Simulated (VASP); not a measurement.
# BP: GW quasiparticle gap, part 3 of 4

Aim: the quasiparticle gap of BP, and what it costs to get it. The cell is of the zinc-blende type, one of the forms listed for this formula, which need not be the common one. The start is a cell from a database of measured crystal structures.

VASP 6.6.1, plane waves and PAW; the level of theory is named at each step.

So far, quasiparticle gap on the mesh (eV): step 4 (G0W0, ENCUTGW 100, bands in the sums 56) 1.88; step 6 (G0W0, ENCUTGW 140, bands in the sums 88) 1.97.

## Step 8: G0W0, ENCUTGW 180, bands in the sums 136

This step: G0W0 on PBE; plane waves and PAW (B_GW, P_GW) (VASP 6.6.1).

ENCUTGW rises to 180 eV and the bands with it, to about the number of plane waves under that cutoff.

The input, INCAR:

```
SYSTEM = BP
PREC = Accurate
ENCUT = 340
ISMEAR = 0
SIGMA = 0.01
LREAL = .FALSE.
GGA = PE
NBANDS = 136
ALGO = EVGW0
NELMGW = 1
ENCUTGW = 180
NOMEGA = 48
PRECFOCK = Fast
NBANDSGW = 16
LWAVE = .FALSE.
LCHARG = .FALSE.
```

The input, POSCAR:

```
BP
1.0
    0.0000000000      2.2690000000      2.2690000000
    2.2690000000      0.0000000000      2.2690000000
    2.2690000000      2.2690000000      0.0000000000
B P
1 1
Direct
    0.0000000000      0.0000000000      0.0000000000
    0.2500000000      0.2500000000      0.2500000000
```

The input, KPOINTS:

```
Automatic mesh
0
Gamma
6 6 6
0 0 0
```

The projector-augmented-wave data sets are B_GW and P_GW (PBE family, release 64).

The run is started by

```
mpirun -np 8 vasp_std
```

The log of the run:

```text
[banner, memory and clock lines left out]
running    8 mpi-ranks, on    1 nodes
[...]
[... a notice as in an earlier step ...]

|                                                                             |
|           W    W    AA    RRRRR   N    N  II  N    N   GGGG   !!!           |
|           W    W   A  A   R    R  NN   N  II  NN   N  G    G  !!!           |
|           W    W  A    A  R    R  N N  N  II  N N  N  G       !!!           |
|           W WW W  AAAAAA  RRRRR   N  N N  II  N  N N  G  GGG   !            |
|           WW  WW  A    A  R   R   N   NN  II  N   NN  G    G                |
|           W    W  A    A  R    R  N    N  II  N    N   GGGG   !!!           |
|                                                                             |
|     The default for ENCUTGWSOFT is different in this version of VASP.       |
|     please manually set ENCUTGWSOFT =180 in the INCAR file.                 |
|                                                                             |

[...]
total number of BLAS operations       1061.18 Gflops
NQ=  12   -0.3333    0.3333    0.0000,
|.........|.........|.........|.........|.........|.........|.........|.........
 performed       8682000 updates of chi_q(r,r)
 total number of BLAS operations       1159.85 Gflops
NQ=  13    0.5000    0.5000    0.0000,
|.........|.........|.........|.........|.........|.........|.........|.........
 performed       9110000 updates of chi_q(r,r)
 total number of BLAS operations       1205.95 Gflops
NQ=  14    0.5000    0.3333    0.1667,
|.........|.........|.........|.........|.........|.........|.........|.........
 performed      10208000 updates of chi_q(r,r)
 total number of BLAS operations       1354.47 Gflops
NQ=  15   -0.3333    0.3333    0.1667,
|.........|.........|.........|.........|.........|.........|.........|.........
 performed      11236000 updates of chi_q(r,r)
 total number of BLAS operations       1476.98 Gflops
NQ=  16   -0.3333    0.5000    0.1667,
|.........|.........|.........|.........|.........|.........|.........|.........
 performed      12069000 updates of chi_q(r,r)
 total number of BLAS operations       1579.45 Gflops
 resolving degeneracies of screened two electron integrals

 calculate QP shifts <psi_nk| G(iteration)W_0 |psi_nk>: iteration 1
 entering main loop
[key lines of the parts left out:]
E-fermi :   7.8053
```

Elapsed: 42 s, on 8 MPI ranks of Intel Xeon Platinum 8488C (Sapphire Rapids), shared host; peak memory 1.4 GiB.

Parts of OUTCAR (step 8):

```text
 QP shifts <psi_nk| G(iteration)W_0 |psi_nk>: iteration 1
 for sc-GW calculations column KS-energies equals QP-energies in previous step
 and V_xc(KS)=  KS-energies - (<T + V_ion + V_H > + <T+V_H+V_ion>^1  + <V_x>^1)
 k-point   1 :       0.0000    0.0000    0.0000
  band No.  KS-energies  QP-energies   sigma(KS)   V_xc(KS)     V^pw_x(r,r')   Z            occupation Imag(sigma)
      1      -8.3243      -9.1729     -13.2781     -12.0592     -20.4831       0.6962       2.0000       1.3906
      2       7.1395       6.5400     -14.0661     -13.3042     -14.9313       0.7868       2.0000       0.0503
      3       7.1395       6.5400     -14.0661     -13.3042     -14.9313       0.7868       2.0000       0.0503
      4       7.1395       6.5400     -14.0661     -13.3042     -14.9313       0.7868       2.0000       0.0503
      5      10.5408      10.8678     -11.6601     -12.0776      -7.1361       0.7833       0.0000      -0.0788
      6      10.5408      10.8678     -11.6601     -12.0776      -7.1361       0.7833       0.0000      -0.0788
      7      10.5408      10.8678     -11.6601     -12.0776      -7.1361       0.7833       0.0000      -0.0788
      8      14.5124      14.8195     -12.3557     -12.7644      -6.2284       0.7515       0.0000      -0.1702
    ...

[... 1 part as in an earlier step ...]

[... 2 further parts left out ...]
[key lines of the parts left out:]
E-fermi :   7.8053
```

The gap is now 2.022 eV, +52 meV against the GW run before. The mesh misses a band edge: at the starting level the path gave a gap 0.10 eV smaller.

## Step 9: Empty bands

This step: PBE; plane waves and PAW (B_GW, P_GW) (VASP 6.6.1).

The empty bands are made again, for the run that follows.

The input, INCAR:

```
SYSTEM = BP
PREC = Accurate
ENCUT = 340
ISMEAR = 0
SIGMA = 0.01
LREAL = .FALSE.
GGA = PE
NBANDS = 176
ALGO = Exact
NELM = 1
LWAVE = .TRUE.
LCHARG = .FALSE.
LOPTICS = .TRUE.
NEDOS = 1000
CSHIFT = 0.1
```

POSCAR is that of step 8.

KPOINTS is that of step 8.

The run is started by

```
mpirun -np 8 vasp_std
```

The log of the run:

```text
[banner, memory and clock lines left out]
running    8 mpi-ranks, on    1 nodes
[...]
[... a notice as in an earlier step ...]

 LDA part: xc-table for (Slater+PW92), standard interpolation
 found WAVECAR, reading the header
  number of bands has changed, file:    10 present:   176
  trying to continue reading WAVECAR, but it might fail
 POSCAR, INCAR and KPOINTS ok, starting setup
[...]
reading WAVECAR
 random initialization beyond band           10
 the WAVECAR file was read successfully
 initial charge from wavefunction
 entering main loop
       N       E                     dE             d eps       ncg     rms          rms(c)
[... 1 cycle as in an earlier step ...]
   1 F= -.12886494E+02 E0= -.12886494E+02  d E =0.000000E+00
 writing wavefunctions
 optical routines
 imaginary and real dielectric function
 recalculating local potential from charge density
 direction            1
 direction            2
 direction            3
```

It took 6 s on 8 MPI ranks; peak memory 0.84 GiB; 11 s of CPU time.

Parts of OUTCAR (step 9):

```text
  Total        0.0919451      0.0919451      0.0919451      0.0000000      0.0000000      0.0000000
  in kB        6.3053019      6.3053019      6.3053019      0.0000000      0.0000000      0.0000000
  external PRESSURE =       6.3053019 kB  Pullay stress =       0.0000000 kB

[... 4 parts as in an earlier step ...]

[... 2 further parts left out ...]
[key lines of the parts left out:]
E-fermi :   7.3417
```

WAVECAR now holds 176 bands for 8 electrons.

## Step 10: G0W0, ENCUTGW 220, bands in the sums 176

This step: G0W0 on PBE; plane waves and PAW (B_GW, P_GW) (VASP 6.6.1).

ENCUTGW rises to 220 eV and the bands with it, to about the number of plane waves under that cutoff.

The input, INCAR:

```
SYSTEM = BP
PREC = Accurate
ENCUT = 340
ISMEAR = 0
SIGMA = 0.01
LREAL = .FALSE.
GGA = PE
NBANDS = 176
ALGO = EVGW0
NELMGW = 1
ENCUTGW = 220
NOMEGA = 48
PRECFOCK = Fast
NBANDSGW = 16
LWAVE = .FALSE.
LCHARG = .FALSE.
```

POSCAR is that of step 9.

KPOINTS is that of step 9.

The run is started by

```
mpirun -np 8 vasp_std
```

The log of the run:

```text
[banner, memory and clock lines left out]
running    8 mpi-ranks, on    1 nodes
[...]
[... a notice as in an earlier step ...]

|                                                                             |
|           W    W    AA    RRRRR   N    N  II  N    N   GGGG   !!!           |
|           W    W   A  A   R    R  NN   N  II  NN   N  G    G  !!!           |
|           W    W  A    A  R    R  N N  N  II  N N  N  G       !!!           |
|           W WW W  AAAAAA  RRRRR   N  N N  II  N  N N  G  GGG   !            |
|           WW  WW  A    A  R   R   N   NN  II  N   NN  G    G                |
|           W    W  A    A  R    R  N    N  II  N    N   GGGG   !!!           |
|                                                                             |
|     The default for ENCUTGWSOFT is different in this version of VASP.       |
|     please manually set ENCUTGWSOFT =220 in the INCAR file.                 |
|                                                                             |

[...]
total number of BLAS operations       2420.27 Gflops
NQ=  12   -0.3333    0.3333    0.0000,
|.........|.........|.........|.........|.........|.........|.........|.........
 performed      11266000 updates of chi_q(r,r)
 total number of BLAS operations       2674.55 Gflops
NQ=  13    0.5000    0.5000    0.0000,
|.........|.........|.........|.........|.........|.........|.........|.........
 performed      11822000 updates of chi_q(r,r)
 total number of BLAS operations       2835.21 Gflops
NQ=  14    0.5000    0.3333    0.1667,
|.........|.........|.........|.........|.........|.........|.........|.........
 performed      13245000 updates of chi_q(r,r)
 total number of BLAS operations       3196.06 Gflops
NQ=  15   -0.3333    0.3333    0.1667,
|.........|.........|.........|.........|.........|.........|.........|.........
 performed      14578000 updates of chi_q(r,r)
 total number of BLAS operations       3511.66 Gflops
NQ=  16   -0.3333    0.5000    0.1667,
|.........|.........|.........|.........|.........|.........|.........|.........
 performed      15658000 updates of chi_q(r,r)
 total number of BLAS operations       3767.28 Gflops
 resolving degeneracies of screened two electron integrals

 calculate QP shifts <psi_nk| G(iteration)W_0 |psi_nk>: iteration 1
 entering main loop
[key lines of the parts left out:]
E-fermi :   7.8053
```

Run time: 60 s. Hardware: 8 MPI ranks; peak memory 1.7 GiB; 7.4 min of CPU time.

From OUTCAR (step 10):

```text
 QP shifts <psi_nk| G(iteration)W_0 |psi_nk>: iteration 1
 for sc-GW calculations column KS-energies equals QP-energies in previous step
 and V_xc(KS)=  KS-energies - (<T + V_ion + V_H > + <T+V_H+V_ion>^1  + <V_x>^1)
 k-point   1 :       0.0000    0.0000    0.0000
  band No.  KS-energies  QP-energies   sigma(KS)   V_xc(KS)     V^pw_x(r,r')   Z            occupation Imag(sigma)
      1      -8.3243      -9.2100     -13.3315     -12.0592     -20.4831       0.6961       2.0000       1.3339
      2       7.1395       6.4808     -14.1421     -13.3042     -14.9313       0.7862       2.0000       0.0067
      3       7.1395       6.4808     -14.1421     -13.3042     -14.9313       0.7862       2.0000       0.0067
      4       7.1395       6.4808     -14.1421     -13.3042     -14.9313       0.7862       2.0000       0.0067
      5      10.5408      10.8253     -11.7143     -12.0776      -7.1361       0.7832       0.0000      -0.1137
      6      10.5408      10.8253     -11.7143     -12.0776      -7.1361       0.7832       0.0000      -0.1137
      7      10.5408      10.8253     -11.7143     -12.0776      -7.1361       0.7832       0.0000      -0.1137
      8      14.5124      14.7640     -12.4296     -12.7644      -6.2284       0.7517       0.0000      -0.2104
    ...

[... 1 part as in an earlier step ...]

[... 2 further parts left out ...]
[key lines of the parts left out:]
E-fermi :   7.8053
```

The gap is now 2.049 eV, +27 meV against the GW run before. The mesh misses a band edge: at the starting level the path gave a gap 0.10 eV smaller.

(Part 3 of 4 ends here.)

[Lines on the potential files, build, host, timing and source positions are cut from VASP's logs without a mark.]

[Logs are printed without paths, hosts, clocks, repeated set-up lines and the standing remarks that a program may print on its own settings, such as how far it seeks lower states.]

[Hosts, paths, dates, database ids (printed as entryN), source tags and the programs' standing remarks are cut or masked in the printed files.]

[Pressures printed for these runs are not shown converged in the cutoff: they can be off by several GPa and have the wrong sign.]

[In band tables of VASP the shares of atoms and orbitals are scaled to a sum of 1 inside the atoms' spheres.]
